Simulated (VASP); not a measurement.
Input:

```yaml
crystal:
  lattice:
    - [4.02888, 0.00000, 0.00000]
    - [0.00000, 4.02888, 0.00000]
    - [0.00000, 0.00000, 4.02888]
  atoms:
    - { symbol: K, position: [0.00000, 0.00000, 0.00000] }
    - { symbol: Ta, position: [0.50000, 0.50000, 0.50000] }
    - { symbol: O, position: [0.50000, 0.00000, 0.50000] }
    - { symbol: O, position: [0.00000, 0.50000, 0.50000] }
    - { symbol: O, position: [0.50000, 0.50000, 0.00000] }
```

The numbers are results of PBE GGA with spin-orbit coupling, VASP's PBE PAW potentials (set 64) (plane waves; VASP 6.6.1), not measurements. Numerical set-up: 520 eV cut-off, 5×5×5 Γ-centred mesh, Gaussian smearing of 0.050 eV, potentials K_sv Ta_pv O.

Give the energies of bands 31 to 44 at the high-symmetry points, in eV from the valence-band maximum.

| band | Γ | X | M | R |
|---|---|---|---|---|
| 31 | -1.01 | -2.05 | -1.71 | -3.79 |
| 32 | -1.01 | -2.05 | -1.71 | -3.79 |
| 33 | -0.72 | -1.45 | -1.40 | -0.02 |
| 34 | -0.72 | -1.45 | -1.40 | -0.02 |
| 35 | -0.57 | -0.90 | -1.38 | 0.00 |
| 36 | -0.57 | -0.90 | -1.38 | 0.00 |
| 37 | -0.57 | -0.77 | -0.04 | 0.00 |
| 38 | -0.57 | -0.77 | -0.04 | 0.00 |
| 39 | 1.93 | 2.20 | 4.67 | 6.01 |
| 40 | 1.93 | 2.20 | 4.67 | 6.01 |
| 41 | 1.93 | 4.65 | 4.92 | 6.01 |
| 42 | 1.93 | 4.65 | 4.92 | 6.01 |
| 43 | 2.34 | 4.92 | 6.09 | 6.48 |
| 44 | 2.34 | 4.92 | 6.09 | 6.48 |

The gap is indirect, 1.93 eV, from the valence maximum at R to the conduction minimum at Γ.

Measured: gap 3.64 eV (computed value off by -1.71 eV), as given by Burak Himmetoglu et al., Journal of Physics Condensed Matter (2016), arXiv:1601.06205.

The compound is KTaO3 in the cubic perovskite structure. It was relaxed first.
